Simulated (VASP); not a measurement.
Given:

```yaml
crystal:
  lattice:
    - [-1.65040, 1.65040, 1.65040]
    - [1.65040, -1.65040, 1.65040]
    - [1.65040, 1.65040, -1.65040]
  atoms:
    - { symbol: Ta, position: [0.00000, 0.00000, 0.00000] }
```

The numbers are results of rev-vdW-DF2, VASP's PBE PAW potentials (set 64) (plane waves; VASP), not measurements. Settings: 520 eV cut-off, Gaussian smearing of 0.050 eV, potentials Ta_pv.

Unless said otherwise, spin-orbit coupling is left out, though it shifts the bands of the heavy elements here.

### Question
What does the run give for the band gap (along the path) with the smallest direct gap where there is one?

### Answer

| Quantity | Result |
|---|---|
| band gap (along the path) | none (metal, semimetal or under 0.01 eV) |

Total energies compare only between runs with the same potentials, cut-off and functional.

The compound is Ta in the bcc structure. It was relaxed first.
